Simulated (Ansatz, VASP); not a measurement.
# InF3: VASP beside Ansatz

Wanted: the spread between two codes on one cell, functional and k mesh. The cell is taken from a series of runs on this material, whose earlier steps may have relaxed, scaled, displaced or heated it; both programs get it as it stands.

Calculated with Ansatz 0.2.0; plane waves, with VASP 6.6.1 beside it; single point at LDA, spin-orbit coupling.

## (1) The structure

It takes space group R-3c (No. 167, trigonal). The conventional cell has a = 5.410 Å, b = 5.410 Å, c = 14.378 Å, α = 90.00°, β = 90.00°, γ = 120.00°. Nearest to In lie 6 F at 2.05 Å. F has 2 In at 2.05 Å nearest. Farther neighbours and most contacts between anions are not listed.

Structure file:

```
In F
1.0
     2.70515    1.56182    4.79250
    -2.70515    1.56182    4.79250
     0.00000   -3.12364    4.79250
In F
2 6
Cartesian
  -2.7052 1.5618 4.7925
  0.0000 0.0000 7.1888
  0.5865 1.5618 8.3869
  -1.6458 -0.2730 8.3869
  1.0593 -1.2888 8.3869
  -0.5865 -1.5618 5.9906
  1.6458 0.2730 5.9906
  -1.0593 1.2888 5.9906
```

## (2) VASP: single point, LDA, spin-orbit coupling

A single point gives forces, pressure and levels at one fixed geometry, so differences don't come from the geometry; what else differs is listed under the comparison.

Lines of VASP's logs that name or quote its potential files are left out, and so is its time.

The input, INCAR:

```
SYSTEM = InF3
PREC = Accurate
ENCUT = 520
EDIFF = 1E-06
NELM = 200
ISMEAR = 0
SIGMA = 0.01
LREAL = .FALSE.
ALGO = Normal
GGA = PW92
LNONCOLLINEAR = .TRUE.
MAGMOM = 0 0 0 0 0 0 0 0 0 0 0 0 0 0 0 0 0 0 0 0 0 0 0 0
NBANDS = 84
GGA_COMPAT = .FALSE.
LASPH = .TRUE.
LSORBIT = .TRUE.
LORBIT = 11
LWAVE = .FALSE.
LCHARG = .FALSE.
ISIF = 2
EFERMI = MIDGAP
KPAR = 2
```

The input, POSCAR:

```
InF3
1.0
    2.7051500000      1.5618190807      4.7925000000
   -2.7051500000      1.5618190807      4.7925000000
    0.0000000000     -3.1236381614      4.7925000000
In F
2 6
Direct
    0.0000000000      1.0000000000      0.0000000000
    0.5000000000      0.5000000000      0.5000000000
    0.8584000000      0.6416000000      0.2500000000
    0.2500000000      0.8584000000      0.6416000000
    0.6416000000      0.2500000000      0.8584000000
    0.1416000000      0.3584000000      0.7500000000
    0.7500000000      0.1416000000      0.3584000000
    0.3584000000      0.7500000000      0.1416000000
```

The input, KPOINTS:

```
Automatic mesh
0
Gamma
6 6 6
0 0 0
```

The projector-augmented-wave data sets are In_d and F (LDA family, release 64).

Launch:

```
$ mpirun -np 2 vasp_ncl
```

Numbers of over 12 decimals in the logs are rounded to 6 here.

The program printed:

```text
[banner, memory and clock lines left out]
running    2 mpi-ranks, on    1 nodes
 distrk:  each k-point on    1 cores,    2 groups
 distr:  one band on    1 cores,    1 groups

 POSCAR found type information on POSCAR InF
 POSCAR found :  2 types and       8 ions
|                                                                             |
|               ----> ADVICE to this user running VASP <----                  |
|                                                                             |
|     You enforced a specific xc type in the INCAR file but a different       |
|     [... a line on the potential file left out ...]
|     I HOPE YOU KNOW WHAT YOU ARE DOING!                                     |
|                                                                             |

 LDA part: xc-table for (Slater(with rela. corr.)+PW92), standard interpolation
 POSCAR, INCAR and KPOINTS ok, starting setup
 FFT: planning ... GRIDC
 FFT: planning ... GRID_SOFT
 FFT: planning ... GRID
 WAVECAR not read
 entering main loop
       N       E                     dE             d eps       ncg     rms          rms(c)
DAV:   1     0.112266455750E+04    0.11227E+04   -0.31740E+04  5528   0.202E+03
DAV:   2     0.179957926979E+03   -0.94271E+03   -0.89623E+03  5968   0.614E+02
DAV:   3    -0.274033514283E+02   -0.20736E+03   -0.20193E+03  5648   0.278E+02
DAV:   4    -0.442681555084E+02   -0.16865E+02   -0.16685E+02  7256   0.880E+01
DAV:   5    -0.447364779166E+02   -0.46832E+00   -0.46674E+00  7144   0.153E+01    0.175E+01
DAV:   6    -0.405200230739E+02    0.42165E+01   -0.14419E+01  8400   0.477E+01    0.124E+01
DAV:   7    -0.404458005422E+02    0.74223E-01   -0.11487E+00  6872   0.690E+00    0.337E+00
DAV:   8    -0.403821200925E+02    0.63680E-01   -0.86311E-02  7408   0.248E+00    0.134E+00
DAV:   9    -0.403618199473E+02    0.20300E-01   -0.17631E-02  8424   0.207E+00    0.445E-01
DAV:  10    -0.403622278970E+02   -0.40795E-03   -0.52882E-03  6760   0.505E-01    0.263E-01
DAV:  11    -0.403622688990E+02   -0.41002E-04   -0.25397E-04  8408   0.142E-01    0.128E-01
DAV:  12    -0.403622790888E+02   -0.10190E-04   -0.17197E-05  8224   0.478E-02    0.631E-03
DAV:  13    -0.403622789929E+02    0.95954E-07   -0.21887E-06  5272   0.165E-02
   1 F= -.40362279E+02 E0= -.40362279E+02  d E =0.000000E+00  mag=    -0.0000     0.0000     0.0000
```

OUTCAR, selected parts (step 2):

```text
ion  position               nearest neighbor table
   1  0.000  0.000  0.000-   5 2.05   8 2.05   7 2.05   4 2.05   3 2.05   6 2.05   2 3.94   2 3.94
                             2 3.94   2 3.94   2 3.94   2 3.94
   2  0.500  0.500  0.500-   4 2.05   7 2.05   5 2.05   8 2.05   3 2.05   6 2.05   1 3.94   1 3.94
                             1 3.94   1 3.94   1 3.94   1 3.94
   3  0.858  0.642  0.250-   1 2.05   2 2.05
   4  0.250  0.858  0.642-   2 2.05   1 2.05
   5  0.642  0.250  0.858-   1 2.05   2 2.05
   6  0.142  0.358  0.750-   1 2.05   2 2.05
   7  0.750  0.142  0.358-   2 2.05   1 2.05
   8  0.358  0.750  0.142-   1 2.05   2 2.05

  LATTYP: Found a trigonal (rhomboedric) cell.
 ALAT       =     5.7205918936
 COS(alpha) =     0.5527701667

 Subroutine GETGRP returns: Found 12 space group operations
 (whereof  6 operations were pure point group operations)

The static configuration has the point symmetry S_6 .
 The point group associated with its full space group is D_3d.

 Found     32 irreducible k-points:

   k-points           NKPTS =     32   k-points in BZ     NKDIM =     32   number of bands    NBANDS=     84

   dimension x,y,z NGX =    48 NGY =   48 NGZ =   48
   dimension x,y,z NGXF=    96 NGYF=   96 NGZF=   96

   ENCUT  =  520.0 eV  38.22 Ry    6.18 a.u.  10.64 10.64 10.64*2*pi/ulx,y,z

   NELECT =      68.0000    total number of electrons

 k-points in reciprocal lattice and weights: Automatic mesh
   0.00000000  0.00000000  0.00000000       0.005
   0.16666667 -0.00000000  0.00000000       0.028
   0.33333333 -0.00000000  0.00000000       0.028
   0.50000000  0.00000000  0.00000000       0.014
   0.16666667  0.16666667  0.00000000       0.028
   0.33333333  0.16666667  0.00000000       0.056
   0.50000000  0.16666667  0.00000000       0.056
  -0.33333333  0.16666667 -0.00000000       0.056
  -0.16666667  0.16666667  0.00000000       0.028
[...]
-0.33333333  0.50000000  0.33333333       0.028
   0.50000000  0.50000000  0.50000000       0.005

 average (electrostatic) potential at core
       1 -98.0583       2 -98.0583       3 -77.4565       4 -77.4565       5 -77.4565
       6 -77.4565       7 -77.4565       8 -77.4565

 E-fermi :   0.3705

 k-point     1 :       0.0000    0.0000    0.0000
  band No.  band energies     occupation
    ...
     64      -1.8313      1.00000
     65      -1.7920      1.00000
     66      -1.7920      1.00000
     67      -1.7850      1.00000
     68      -1.7850      1.00000
     69       2.4934      0.00000
     70       2.4934      0.00000
     71       8.4599      0.00000
     72       8.4599      0.00000
     73       8.9110      0.00000
    ...

 k-point     2 :       0.1667   -0.0000    0.0000
  band No.  band energies     occupation
    ...
     64      -1.9047      1.00000
     65      -1.8639      1.00000
     66      -1.8639      1.00000
     67      -1.8344      1.00000
     68      -1.8344      1.00000
     69       2.8945      0.00000
     70       2.8945      0.00000
     71       7.7223      0.00000
     72       7.7223      0.00000
     73       9.0983      0.00000
    ...

 k-point     3 :       0.3333   -0.0000    0.0000
  band No.  band energies     occupation
    ...
     64      -2.0563      1.00000
     65      -1.9313      1.00000
     66      -1.9313      1.00000
     67      -1.8851      1.00000
     68      -1.8851      1.00000
     69       3.8859      0.00000
     70       3.8859      0.00000
     71       6.4823      0.00000
     72       6.4823      0.00000
     73       9.0415      0.00000
    ...

  Total        0.1353145      0.1353145     -0.1226358     -0.0000000      0.0000000      0.0000000
  in kB        1.7845121      1.7845121     -1.6173065     -0.0000000      0.0000000      0.0000000
  external PRESSURE =       0.6505726 kB  Pullay stress =       0.0000000 kB

  energy-cutoff  :      520.00
  volume of cell :      121.49
      direct lattice vectors                 reciprocal lattice vectors
     2.705150000  1.561819081  4.792500000     0.184832634  0.106713171  0.069553121
    -2.705150000  1.561819081  4.792500000    -0.184832634  0.106713171  0.069553121
     0.000000000 -3.123638161  4.792500000     0.000000000 -0.213426342  0.069553121

 POSITION                                       TOTAL-FORCE (eV/Angst)
 -----------------------------------------------------------------------------------
      0.00000      0.00000      0.00000        -0.000000      0.000000      0.000000
      0.00000      0.00000      7.18875        -0.000000      0.000000      0.000000
      0.58648      1.56182      8.38687         0.090200     -0.000000     -0.000000
     -1.64581     -0.27301      8.38687        -0.045100      0.078116      0.000000
      1.05934     -1.28881      8.38687        -0.045100     -0.078116      0.000000
     -0.58648     -1.56182      5.99063        -0.090200      0.000000     -0.000000
      1.64581      0.27301      5.99063         0.045100     -0.078116      0.000000
     -1.05934      1.28881      5.99063         0.045100      0.078116      0.000000
 -----------------------------------------------------------------------------------
    total drift:                               -0.000000     -0.000000      0.000000

  FREE ENERGIE OF THE ION-ELECTRON SYSTEM (eV)
  ---------------------------------------------------
  free  energy   TOTEN  =       -40.3622789929 eV

  energy  without entropy=      -40.3622789929  energy(sigma->0) =      -40.36227899

 Spin-Orbit-Coupling matrix elements
 Ion:    1  E_soc:     -0.0553027
 Ion:    2  E_soc:     -0.0553027
 Ion:    3  E_soc:     -0.0005603
 Ion:    4  E_soc:     -0.0005603
 Ion:    5  E_soc:     -0.0005603
 Ion:    6  E_soc:     -0.0005603
 Ion:    7  E_soc:     -0.0005603
 Ion:    8  E_soc:     -0.0005603

 total charge
# of ion       s       p       d       tot
------------------------------------------
    1        0.563   0.637  10.132  11.332
    2        0.563   0.637  10.132  11.332
    3        1.727   4.351   0.000   6.078
    4        1.727   4.351   0.000   6.078
    5        1.727   4.351   0.000   6.078
    6        1.727   4.351   0.000   6.078
    7        1.727   4.351   0.000   6.078
    8        1.727   4.351   0.000   6.078
--------------------------------------------------
tot         11.490  27.378  20.265  59.133

 magnetization (x)
# of ion       s       p       d       tot
------------------------------------------
    1       -0.000  -0.000   0.000  -0.000
    2        0.000   0.000   0.000   0.000
    3       -0.000  -0.000   0.000  -0.000
    4        0.000   0.000   0.000   0.000
    5        0.000   0.000   0.000   0.000
    6       -0.000  -0.000   0.000  -0.000
    7        0.000   0.000   0.000   0.000
    8        0.000   0.000   0.000   0.000
--------------------------------------------------
tot          0.000  -0.000   0.000  -0.000

 magnetization (y)
# of ion       s       p       d       tot
------------------------------------------
    1        0.000   0.000   0.000   0.000
    2       -0.000  -0.000   0.000  -0.000
    3        0.000   0.000   0.000   0.000
    4       -0.000  -0.000   0.000  -0.000
    5        0.000   0.000   0.000   0.000
    6       -0.000   0.000   0.000  -0.000
    7       -0.000  -0.000   0.000  -0.000
    8        0.000   0.000   0.000   0.000
--------------------------------------------------
tot         -0.000  -0.000   0.000  -0.000

 magnetization (z)
# of ion       s       p       d       tot
------------------------------------------
    1       -0.000   0.000   0.000  -0.000
    2        0.000  -0.000  -0.000   0.000
    3        0.000   0.000   0.000   0.000
    4        0.000  -0.000   0.000  -0.000
    5       -0.000   0.000   0.000   0.000
    6        0.000   0.000   0.000   0.000
    7        0.000  -0.000   0.000  -0.000
    8       -0.000   0.000   0.000   0.000
--------------------------------------------------
tot         -0.000   0.000   0.000  -0.000

[... 3 further parts left out ...]
```

The run ends at a pressure of 0.07 GPa, with forces up to 0.090 eV/Å.

(Part 1 of 2 ends here.)

[Lines on the potential files, build, host, timing and source positions are cut from VASP's logs without a mark.]

[Logs are printed without paths, hosts, clocks, repeated set-up lines and the standing remarks that a program may print on its own settings, such as how far it seeks lower states.]

[Hosts, paths, dates, database ids (printed as entryN), source tags and the programs' standing remarks are cut or masked in the printed files.]
